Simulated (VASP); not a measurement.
TiTe2: relaxation of shape and atoms at fixed volume with PBEsol

The system is TiTe2.

```xyz
3
Lattice="3.6972 0.0000 0.0000 -1.8486 3.2018 0.0000 0.0000 0.0000 6.4355" Properties=species:S:1:pos:R:3 pbc="T T T"
Ti   -1.8486    3.2018    0.0000
Te    1.8486    1.0673    1.7233
Te    0.0000    2.1346    4.7122
```

| Quantity | Value |
| --- | --- |
| Program | VASP 6.6.1 |
| Task | relaxation of shape and atoms at fixed volume |
| Functional | PBEsol |
| Potentials or basis | VASP PAW PBE potentials, release 64 (Ti_sv, Te) |
| Cutoff | 600 eV |
| k mesh | 12 × 12 × 6 |
| Occupations | methfessel-paxton, width 0.1 eV |
| Spin | no spin polarisation |
| Further INCAR settings | ALGO = Normal; EDIFF = 1e-07; IBRION = 2; EDIFFG = -0.01; NSW = 40; ISIF = 4 |

* Pressure after relaxing: 0.0 GPa
* Band gap on the k mesh: none (metal or under the smearing width)

Final structure:
```yaml
crystal:
  lattice:
    - [3.69716, 0.00000, 0.00000]
    - [-1.84858, 3.20184, 0.00000]
    - [0.00000, 0.00000, 6.43553]
  atoms:
    - { symbol: Ti, position: [0.00000, 0.00000, 0.00000] }
    - { symbol: Te, position: [0.66667, 0.33333, 0.26779] }
    - { symbol: Te, position: [0.33333, 0.66667, 0.73221] }
```

Levels at points of the mesh, in eV from the Fermi level:
| k point | band 9 | band 10 | band 11 | band 12 | band 13 | band 14 | band 15 | band 16 |
| --- | --- | --- | --- | --- | --- | --- | --- | --- |
| (0.00, 0.00, 0.00) | -1.61 | 0.22 | 0.43 | 0.43 | 0.62 | 1.28 | 1.28 | 3.18 |
| (0.50, 0.00, 0.00) | -2.90 | -2.54 | -1.74 | -1.12 | -0.05 | 1.27 | 1.62 | 2.43 |
| (0.00, 0.00, 0.50) | -1.53 | -1.53 | 0.41 | 0.41 | 0.90 | 0.90 | 1.06 | 3.70 |
| (0.50, 0.00, 0.50) | -2.58 | -2.07 | -0.98 | -0.49 | -0.42 | 1.26 | 1.61 | 2.66 |

Wall time 2.9 min on 1 thread of Intel(R) Xeon(R) Platinum 8488C (Sapphire Rapids) (shared host), peak memory 0.32 GiB.

Caveat: the relaxation stopped at its first step, so nothing moved; the PAW data sets were made with another functional, which shifts forces and pressure a little; this functional lacks dispersion, which binds the layers, so the pressure and a relaxed spacing across them are unreliable. Spin-orbit coupling is left out, which matters for the levels of Te.
